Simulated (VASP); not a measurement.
A convergence study with VASP on MgO (space group Fm-3m): one setting is varied, all else stays as given below, so the limit is that of these other settings.

```xyz
2
Lattice="0.0000 2.0987 2.0987 2.0987 0.0000 2.0987 2.0987 2.0987 0.0000" Properties=species:S:1:pos:R:3 pbc="T T T"
Mg     0.0000     0.0000     0.0000
O      2.0987     2.0987     2.0987
```

All values below come from PBE GGA, VASP's PBE PAW potentials (set 64) (plane waves; VASP). The tightest run used: 400 eV cut-off, 10×10×10 Γ-centred mesh, Gaussian smearing of 0.010 eV, potentials Mg O.

Task: The settings run are 4×4×4 mesh; 5×5×5 mesh; 6×6×6 mesh; 7×7×7 mesh; 8×8×8 mesh; 10×10×10 mesh. From which on does the mean ε∞ stay within 0.1  of the tightest run?

Result: From 5×5×5 mesh on: it is off by 0.07 there and by no more than 0.1 in any finer run, while 4×4×4 mesh is off by 0.21.
```json
[
 {"setting": "4×4×4 mesh", "mean ε∞": "3.32", "highest Γ mode (cm⁻¹)": "403.5", "irreducible k-points": "8", "difference judged ()": "0.21"},
 {"setting": "5×5×5 mesh", "mean ε∞": "3.18", "highest Γ mode (cm⁻¹)": "404.1", "irreducible k-points": "10", "difference judged ()": "0.07"},
 {"setting": "6×6×6 mesh", "mean ε∞": "3.13", "highest Γ mode (cm⁻¹)": "404.3", "irreducible k-points": "16", "difference judged ()": "0.02"},
 {"setting": "7×7×7 mesh", "mean ε∞": "3.12", "highest Γ mode (cm⁻¹)": "404.3", "irreducible k-points": "20", "difference judged ()": "0.01"},
 {"setting": "8×8×8 mesh", "mean ε∞": "3.11", "highest Γ mode (cm⁻¹)": "404.3", "irreducible k-points": "29", "difference judged ()": "0.00"},
 {"setting": "10×10×10 mesh", "mean ε∞": "3.11", "highest Γ mode (cm⁻¹)": "404.3", "irreducible k-points": "47", "difference judged ()": "0.00"}
]
```

Left out are rungs that failed or repeat a setting and relaxations that didn't move; long series are thinned to 24 rows.

The structure is a typed MgO crystal (space group no. 225). The cell was not relaxed at this level.
